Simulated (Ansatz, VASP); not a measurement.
# Hf4HN4 (H on HfN(001)): VASP beside Ansatz, part 2 of 2

One calculation is typed for both programs; each brings its own data sets and cutoff. How far apart do they land? The structure shown is the end of the VASP relaxation below.

VASP 6.6.1 and Ansatz 0.2.0.

So far: The structure; VASP: relaxation, PBEsol.

## (3) Ansatz: single point, PBEsol

Level of this step: Ansatz beside VASP: Kohn-Sham DFT, plane waves, PBEsol (Ansatz).

Ansatz runs on its default PAW (the set named soft_2) files.

The same cell, functional, mesh and smearing now go to Ansatz, which takes its cutoff from its data sets.

input.yaml

```yaml
crystal:
  lattice:
    - [6.37810317, 0.0, 0.0]
    - [0.0, 6.37810317, 0.0]
    - [0.0, 0.0, 24.515]
  atoms:
    - { symbol: Hf, position: [0.0, 0.0, 0.32633082] }
    - { symbol: Hf, position: [0.0, 0.5, 0.32633082] }
    - { symbol: Hf, position: [0.5, 0.0, 0.32633082] }
    - { symbol: Hf, position: [0.5, 0.5, 0.32633082] }
    - { symbol: Hf, position: [0.25, 0.25, 0.41831532] }
    - { symbol: Hf, position: [0.25, 0.75, 0.41831532] }
    - { symbol: Hf, position: [0.75, 0.25, 0.41831532] }
    - { symbol: Hf, position: [0.75, 0.75, 0.41831532] }
    - { symbol: Hf, position: [0.0, 0.0, 0.51024278] }
    - { symbol: Hf, position: [0.0, 0.5, 0.51024278] }
    - { symbol: Hf, position: [0.5, 0.0, 0.51024278] }
    - { symbol: Hf, position: [0.5, 0.5, 0.51024278] }
    - { symbol: Hf, position: [0.25, 0.25, 0.61148301] }
    - { symbol: Hf, position: [0.25, 0.75, 0.61148301] }
    - { symbol: Hf, position: [0.75, 0.25, 0.61148301] }
    - { symbol: Hf, position: [0.75, 0.75, 0.61148301] }
    - { symbol: "N", position: [0.25, 0.25, 0.32633082] }
    - { symbol: "N", position: [0.25, 0.75, 0.32633082] }
    - { symbol: "N", position: [0.75, 0.25, 0.32633082] }
    - { symbol: "N", position: [0.75, 0.75, 0.32633082] }
    - { symbol: "N", position: [0.0, 0.0, 0.41831532] }
    - { symbol: "N", position: [0.0, 0.5, 0.41831532] }
    - { symbol: "N", position: [0.5, 0.0, 0.41831532] }
    - { symbol: "N", position: [0.5, 0.5, 0.41831532] }
    - { symbol: "N", position: [0.25, 0.25, 0.51289882] }
    - { symbol: "N", position: [0.25, 0.75, 0.51289882] }
    - { symbol: "N", position: [0.75, 0.25, 0.51289882] }
    - { symbol: "N", position: [0.75, 0.75, 0.51289882] }
    - { symbol: "N", position: [0.0, 0.0, 0.60068849] }
    - { symbol: "N", position: [0.0, 0.5, 0.60068849] }
    - { symbol: "N", position: [0.5, 0.0, 0.60068849] }
    - { symbol: "N", position: [0.5, 0.5, 0.60068849] }
    - { symbol: H, position: [0.25, 0.25, 0.68635879] }
    - { symbol: H, position: [0.25, 0.75, 0.68635879] }
    - { symbol: H, position: [0.75, 0.25, 0.68635879] }
    - { symbol: H, position: [0.75, 0.75, 0.68635879] }
hamiltonian:
  xc: pbesol
  pseudopotentials: { kind: paw }
kpoints:
  mp_grid: { grid: [4, 4, 1] }
scf:
  occupations: { method: methfessel_paxton, width: 0.1 }
  n_extra_bands: 13
efield:
  axis: 3
  dipole_correction: true
  ramp_width: 0.04
output:
  forces: true
  eigenvalues: true
```

Run with:

```console
$ ansatz run input.yaml --threads 8 --pin off --max-ram 18432MiB --backend cpu --events-out ev --progress --plain --runs-dir out
```

Numbers of over 12 decimals in the logs are rounded to 6 here.

What it wrote:

```text
scf.n_extra_bands = 13 over 250 filled bands (N_el = 500.0): the run solves 263 bands
Engine: ansatz 0.2.0, aarch64-unknown-linux-gnu
Pseudopotentials: kind: paw
Pseudopotential: Hf, paw, valence charge 26, recommended cutoff 420 eV (normal), Hf.paw.azcp
Pseudopotential: N, paw, valence charge 5, recommended cutoff 420 eV (normal), N.paw.azcp
Pseudopotential: H, paw, valence charge 1, recommended cutoff 420 eV (normal), H.paw.azcp
Functional definition: PBEsol
  exchange = pbesol_x
  correlation = pbesol_c
Crystal: 36 atoms, lattice volume = 997.275 Å³
Basis set: ecut = 420 eV, 19461 PW (Γ), exchange–correlation on 90×90×360 points (8 copies of the dense FFT grid, shifted against one another)
Bands: 263, of which v1, the nominal top of the filled ones, is band 250 counted from 1 (249 counted from 0)
Symmetry: 32 space group operations
Space group: P4mm (ITA 99), of the structure as read, at distance tolerance 1.0e-4 Å
k-points: 6 of 16
Non-local potential: Hf, projectors of the file, l = 0: 3, l = 1: 2, l = 2: 2, l = 3: 3
Non-local potential: N, projectors of the file, l = 0: 2, l = 1: 2, l = 2: 1
Non-local potential: H, projectors of the file, l = 0: 2, l = 1: 1
PAW form: soft (Blöchl's): semilocal exchange-correlation on the pseudo side does not see the compensation charge
PAW frozen core: Hf, regenerated for the run's functional, and the local potential with it (the file was generated under x = pbe(κ = 0.804, μ = 0.219515), c = pbe(β = 0.066725))
PAW frozen core: N, regenerated for the run's functional, and the local potential with it (the file was generated under x = pbe(κ = 0.804, μ = 0.219515), c = pbe(β = 0.066725))
PAW one-centre angular grid: Hf, 590 points (default); XC on 64 Gauss nodes
PAW one-centre angular grid: N, 110 points (default); XC on 64 Gauss nodes
PAW one-centre angular grid: H, 110 points (default); XC on 64 Gauss nodes
Initial density: superposition of atomic densities (neutral atoms: chi_scale 0, normalization atom), corrected by the library's trained network
Initial wavefunctions: pseudopotential atomic-orbital guess
Functional: x = pbesol(κ = 0.804, μ = 0.123457), c = pbesol(β = 0.046)
SCF iter   1: F=—  HF=-255736.117505 eV  |F-HF|=—  |Δ(HF+E_count)|=         —  Δρ=8.66e-3  dr2=1.42e0  ethr=1.77e-3  p=-0.866 e·Å  D=-1.57e-1 V/Å  ΔV_dip=3.85 eV  dr2_dipole=1.50e-1  V_vac-E_F(+/−)=6.77/2.92 eV  ⟨swp⟩=6.3  Hψ=6871  notcnv=0
efield: sawtooth ramp at fractional position 0.9863 (placed from the atoms, in the widest stretch of the axis that holds none; the zero of the levels goes with the place), width 0.0400; the density the first Hamiltonian is built on has a dipole p = -0.866 e·Å; the dipole correction subtracts the counter field D = -1.57e-1 V/Å, which shifts the + side's vacuum level by +3.85 eV against the − side's; the planar-averaged density in the ramp window peaks in size at 5.6e-5 e/Å³
preconditioner: auto → LDOS  [metal: Δε(μ)=0.006 eV  Ē_g=15.551 eV  σ=0.100 eV  W_gap=0.05  n_scr=262 (ndim 8)  ℏωp=25.4 eV  f_vac=0.558  D(μ)=15.73/eV (n_scr^D=84)  β→1.0]
SCF iter   2: F=—  HF=-255736.087289 eV  |F-HF|=—  |Δ(HF+E_count)|=   3.02e-2  S|Δr|=    0.00e0  Δρ=7.90e-3  dr2=7.60e-1  ethr=2.83e-4  p=-0.971 e·Å  D=-1.76e-1 V/Å  ΔV_dip=4.32 eV  dr2_dipole=5.15e-3  V_vac-E_F(+/−)=7.20/2.88 eV  ⟨swp⟩=2.7  Hψ=3655  notcnv=0  defer=31
SCF iter   3: F=—  HF=-255735.947455 eV  |F-HF|=—  |Δ(HF+E_count)|=   1.40e-1  S|Δr|=    0.00e0  Δρ=1.82e-3  dr2=6.12e-2  ethr=1.52e-4  p=-0.875 e·Å  D=-1.59e-1 V/Å  ΔV_dip=3.89 eV  dr2_dipole=7.64e-3  V_vac-E_F(+/−)=6.79/2.90 eV  ⟨swp⟩=3.0  Hψ=3187  notcnv=0  defer=31
SCF iter   4: F=—  HF=-255735.937918 eV  |F-HF|=—  |Δ(HF+E_count)|=   9.54e-3  S|Δr|=    0.00e0  Δρ=5.40e-4  dr2=8.52e-3  ethr=1.22e-5  p=-0.917 e·Å  D=-1.66e-1 V/Å  ΔV_dip=4.08 eV  dr2_dipole=2.21e-3  V_vac-E_F(+/−)=6.97/2.89 eV  ⟨swp⟩=2.5  Hψ=3523  notcnv=0  defer=25
SCF iter   5: F=—  HF=-255735.937861 eV  |F-HF|=—  |Δ(HF+E_count)|=   5.74e-5  S|Δr|=    0.00e0  Δρ=2.07e-4  dr2=1.29e-3  ethr=1.70e-6  p=-0.908 e·Å  D=-1.65e-1 V/Å  ΔV_dip=4.04 eV  dr2_dipole=5.40e-5  V_vac-E_F(+/−)=6.92/2.88 eV  ⟨swp⟩=2.7  Hψ=2740  notcnv=0  defer=25
SCF iter   6: F=—  HF=-255735.938087 eV  |F-HF|=—  |Δ(HF+E_count)|=   2.26e-4  S|Δr|=    0.00e0  Δρ=1.05e-4  dr2=5.96e-4  ethr=2.59e-7  p=-0.913 e·Å  D=-1.66e-1 V/Å  ΔV_dip=4.06 eV  dr2_dipole=2.24e-4  V_vac-E_F(+/−)=6.94/2.87 eV  ⟨swp⟩=3.0  Hψ=2837  notcnv=0  defer=25
SCF iter   7: F=—  HF=-255735.938122 eV  |F-HF|=—  |Δ(HF+E_count)|=   3.59e-5  S|Δr|=    0.00e0  Δρ=5.73e-5  dr2=2.71e-4  ethr=1.19e-7  p=-0.913 e·Å  D=-1.66e-1 V/Å  ΔV_dip=4.06 eV  dr2_dipole=7.75e-5  V_vac-E_F(+/−)=6.93/2.87 eV  ⟨swp⟩=2.3  Hψ=2609  notcnv=0  defer=25
SCF iter   8: F=—  HF=-255735.938129 eV  |F-HF|=—  |Δ(HF+E_count)|=   6.71e-6  S|Δr|=    0.00e0  Δρ=3.02e-5  dr2=4.29e-5  ethr=5.42e-8  p=-0.914 e·Å  D=-1.66e-1 V/Å  ΔV_dip=4.07 eV  dr2_dipole=1.22e-5  V_vac-E_F(+/−)=6.93/2.86 eV  ⟨swp⟩=2.5  Hψ=2271  notcnv=0  defer=25
SCF iter   9: F=—  HF=-255735.938440 eV  |F-HF|=—  |Δ(HF+E_count)|=   3.11e-4  S|Δr|=    0.00e0  Δρ=1.46e-5  dr2=1.68e-5  ethr=8.58e-9  p=-0.915 e·Å  D=-1.66e-1 V/Å  ΔV_dip=4.07 eV  dr2_dipole=4.71e-6  V_vac-E_F(+/−)=6.93/2.86 eV  ⟨swp⟩=3.0  Hψ=3038  notcnv=0  defer=25
SCF iter  10: F=—  HF=-255735.938439 eV  |F-HF|=—  |Δ(HF+E_count)|=   6.78e-7  S|Δr|=    0.00e0  Δρ=9.32e-6  dr2=2.57e-6  ethr=3.36e-9  p=-0.915 e·Å  D=-1.66e-1 V/Å  ΔV_dip=4.07 eV  dr2_dipole=6.11e-7  V_vac-E_F(+/−)=6.93/2.86 eV  ⟨swp⟩=2.3  Hψ=1788  notcnv=0  defer=25
SCF iter  11: F=—  HF=-255735.938440 eV  |F-HF|=—  |Δ(HF+E_count)|=   6.97e-7  S|Δr|=    0.00e0  Δρ=2.89e-6  dr2=1.81e-7  ethr=5.14e-10  p=-0.915 e·Å  D=-1.66e-1 V/Å  ΔV_dip=4.07 eV  dr2_dipole=1.50e-8  V_vac-E_F(+/−)=6.93/2.86 eV  ⟨swp⟩=2.5  Hψ=2396  notcnv=0  defer=25
SCF iter  12: F=-255735.938440 eV  HF=-255735.938440 eV  |F-HF|=3.13e-8  |Δ(HF+E_count)|=   4.56e-8  S|Δr|=    0.00e0  Δρ=1.54e-6  dr2=4.86e-8  ethr=2.00e-11  p=-0.915 e·Å  D=-1.66e-1 V/Å  ΔV_dip=4.07 eV  dr2_dipole=7.11e-10  V_vac-E_F(+/−)=6.93/2.86 eV  ⟨swp⟩=13.5  Hψ=8609  notcnv=0
SCF 1 converged in 12 iterations: F = -255735.938440 eV  dr2 = 4.86e-8
  greatest PAW one-centre occupation: 0.998 electrons in one spin orbital (limit 2), on the Hf atom at site 15 (counted from 0), in its partial waves of l = 3
SCF converged after 12 iterations
Stability not checked: this state was not tested for a lower state beside it, because cold or Methfessel-Paxton smearing, or corrected tetrahedra, fill the levels in a way that the test cannot read (fill_not_monotonic; see scf.lower_state_search)
Free energy (F): -255735.938440 eV
Harris-Foulkes:  -255735.938440 eV  (|F-HF|=3.13e-8)
Internal energy: -255735.930946 eV  (E = F + TS)
E sigma→0 (E₀):  -255735.936567 eV
Entropy (-TS):   -0.007494 eV (-0.208 meV/atom)
Fermi energy:    5.681089 eV
Dipole field:    D = -0.166017 V/Å  (p = -0.914969 e·Å, saw-weighted, corrected)
Work function:   Φ+ = 6.9287 eV   Φ− = 2.8588 eV
Levels:          The Fermi level and band energies are counted from a zero that moves with the ramp; work functions are not
--- Per-component energies (eV) ---
  E_band       = -6018.125674
  E_kinetic    = 8898.256853
  E_local      = -970514.950611  (includes V_loc(G=0)·N_el)
  E_nonlocal   = -19079.337735
  E_hartree    = 478924.431376
  E_xc         = -5751.671219
  E_vxc        = -5520.440151  (∫ρ·V_xc dr)
  E_paw        = -110867.288581  (= ΣΔE_a)
  E_vpaw       = 22427.252599  (= ΣTr[D̂ρ^β])
  E_aug_tail   = -0.003145  (compensation charges beyond the density's cutoff)
  E_efield     = 0.075950  (sawtooth field / dipole correction)
  E_vefield    = -77.826067  (∫n·V_field dr)
  E_ewald      = 362634.089121
  E_core_change = 20.467046  (= ΣΔE_core)
  E_smearing   = -0.007494  (= −TS)
  E_closure    = 0.000000  (closes the sum)
  Σ components = -255735.938440   (vs F -255735.938440, Δ=0.00e0)
--- Forces (eV/Å), atoms counted from 1 ---
  atom   1  Hf     0.00000000    -0.00000000     1.83525344
  atom   2  Hf     0.00000000    -0.00000000     1.83525344
  atom   3  Hf     0.00000000    -0.00000000     1.83525344
  atom   4  Hf     0.00000000     0.00000000     1.83525344
  atom   5  Hf     0.00000000    -0.00000000     0.24199758
  atom   6  Hf    -0.00000000    -0.00000000     0.24199758
  atom   7  Hf     0.00000000    -0.00000000     0.24199758
  atom   8  Hf    -0.00000000     0.00000000     0.24199758
  atom   9  Hf    -0.00000000    -0.00000000     0.02219818
  atom  10  Hf    -0.00000000    -0.00000000     0.02219818
  atom  11  Hf    -0.00000000     0.00000000     0.02219818
  atom  12  Hf    -0.00000000     0.00000000     0.02219818
  atom  13  Hf    -0.00000000     0.00000000    -0.03842491
  atom  14  Hf     0.00000000     0.00000000    -0.03842491
  atom  15  Hf     0.00000000    -0.00000000    -0.03842491
  atom  16  Hf    -0.00000000    -0.00000000    -0.03842491
  atom  17  N      0.00000000     0.00000000    -0.96629028
  atom  18  N      0.00000000     0.00000000    -0.96629028
  atom  19  N     -0.00000000     0.00000000    -0.96629028
  atom  20  N      0.00000000     0.00000000    -0.96629028
  atom  21  N      0.00000000    -0.00000000    -1.05555357
  atom  22  N      0.00000000     0.00000000    -1.05555357
  atom  23  N      0.00000000     0.00000000    -1.05555357
  atom  24  N      0.00000000    -0.00000000    -1.05555357
[...]
atom  29  N      0.00000000     0.00000000    -0.04409566
  atom  30  N      0.00000000     0.00000000    -0.04409566
  atom  31  N     -0.00000000     0.00000000    -0.04409566
  atom  32  N     -0.00000000    -0.00000000    -0.04409566
  atom  33  H     -0.00000000     0.00000000     0.02634634
  atom  34  H      0.00000000     0.00000000     0.02634634
  atom  35  H      0.00000000     0.00000000     0.02634634
  atom  36  H     -0.00000000    -0.00000000     0.02634634
  max |Σ_I F_I| component: 1.23e-4 eV/Å
--- Band table (eV; the first three rows and the last of 6) ---
  k-point 0: bands = [... 246 lower, 4.2326, 4.2326, 4.9006, 5.1287, 5.6627, 5.8167, 5.8167, 6.3484, ... 9 higher]
  k-point 1: bands = [... 246 lower, 4.2924, 4.9622, 4.9965, 5.5777, 5.6618, 5.9437, 5.9963, 6.0254, ... 9 higher]
  k-point 2: bands = [... 246 lower, 5.0921, 5.0921, 5.2570, 5.2570, 5.6832, 5.6832, 5.9306, 5.9306, ... 9 higher]
  k-point 5: bands = [... 246 lower, 4.5213, 4.5213, 6.5258, 6.5258, 6.5258, 6.5258, 6.5541, 6.5541, ... 9 higher]
```

Elapsed: 60 s, on 8 threads of Arm Neoverse N1, shared host; peak memory 5.9 GiB.

## (4) Side by side

Known differences besides the potentials themselves: the data sets hold 500 valence electrons in Ansatz (default PAW (the set named soft_2) files) and 276 in VASP; the cutoff is 420 eV in Ansatz and 400 eV in VASP (PREC = Normal, projectors in real space); Ansatz makes its cores anew for this functional, VASP keeps those of its PBE data sets. Total energies have different zeros and are not compared.

Forces on 10 of the 36 atoms, those with the largest forces and the largest differences (eV/Å; atoms numbered as in POSCAR):

```csv
atom,"Ansatz x, y, z","VASP x, y, z"
Hf1,"0.000, 0.000, 1.835","0.000, 0.000, 1.820"
Hf2,"0.000, 0.000, 1.835","0.000, 0.000, 1.820"
Hf3,"0.000, 0.000, 1.835","0.000, 0.000, 1.820"
Hf4,"0.000, 0.000, 1.835","0.000, 0.000, 1.820"
N18,"0.000, 0.000, -0.966","0.000, 0.000, -0.992"
N19,"0.000, 0.000, -0.966","0.000, 0.000, -0.992"
N20,"0.000, 0.000, -0.966","0.000, 0.000, -0.992"
N22,"0.000, 0.000, -1.056","0.000, 0.000, -1.069"
N23,"0.000, 0.000, -1.056","0.000, 0.000, -1.069"
N24,"0.000, 0.000, -1.056","0.000, 0.000, -1.069"
```

The forces differ by 8.3 meV/Å r.m.s., which is 1.8 % of the r.m.s. force of 0.45 eV/Å (both taken over all components, held atoms included). VASP's last cycles still show a density residual of 6e-03, so its state may not be settled.

## (5) Outcome

```json
{
 "r.m.s. force difference (single point, PBEsol)": "1.8 % of the r.m.s. force"
}
```

In words: The r.m.s. force difference is 1.8 % of the r.m.s. force (single point, PBEsol), within the 3 % picked in this series as the mark of a large difference. How closely two codes agree says nothing of how well the functional describes the real material.

[Lines on the potential files, build, host, timing and source positions are cut from VASP's logs without a mark.]

[Logs are printed without paths, hosts, clocks, repeated set-up lines and the standing remarks that a program may print on its own settings, such as how far it seeks lower states.]

[Hosts, paths, dates, database ids (printed as entryN), source tags and the programs' standing remarks are cut or masked in the printed files.]
